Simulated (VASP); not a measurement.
Consider the following.

```
ZnO
1.0
    3.23735     0.00000     0.00000
   -1.61868     2.80363     0.00000
    0.00000     0.00000     5.22206
Zn O
2 2
Direct
  0.66667   0.33333   0.50059
  0.33333   0.66667   0.00059
  0.66667   0.33333   0.87972
  0.33333   0.66667   0.37972
```

Level of theory: PBE GGA, VASP's PBE PAW potentials (set 64) (plane waves; VASP). Settings: 400 eV cut-off, 8×8×5 Γ-centred mesh, Fermi-Dirac smearing of 0.020 eV, potentials Zn O.

At this cut-off the stress carries a Pulay error, which pulls relaxed volumes low.

Question: Give the stress tensor in GPa (positive for a compressed cell).

Answer: 
```
2.06  0.00  0.00
0.00  2.06  0.00
0.00  0.00  2.08
```
The pressure is its mean diagonal, 2.06 GPa.

The structure comes from a computed database's ZnO entry (P6_3mc); how it stands against other phases isn't given here. The cell was not relaxed at this level.
